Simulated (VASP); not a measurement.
Input:

```
TiO2
1.0
   -1.85809     1.85809     4.11924
    1.85809    -1.85809     4.11924
    1.85809     1.85809    -4.11924
Ti O
2 4
Cartesian
  0.00000   1.85809   2.05962
  0.00000   0.00000   0.00000
  0.00000   1.85809   0.15577
  0.00000   0.00000   6.33463
  0.00000   0.00000   1.90385
  0.00000   1.85809   3.96347
```

Level of theory: PBE GGA, VASP's PBE PAW potentials (set 64) (plane waves; VASP). Settings: 620 eV cut-off, 8×8×8 Γ-centred mesh, Gaussian smearing of 0.050 eV, potentials Ti_sv O.

Question: Predict the energy per atom (σ→0), pressure, band gap (on the k-mesh) with the smallest direct gap where there is one.

Answer: 
```yaml
band gap (on the k-mesh): 1.64 eV
smallest direct gap (on the k-mesh): 2.24 eV
energy per atom (σ→0): -8697 meV/atom
pressure: 45.07 GPa
```

Only differences to runs with the same potentials and settings are physical.

The compound is TiO2 in the anatase structure, one of several forms; rutile is the usual stable one. It was relaxed first under an external pressure of 45 GPa.
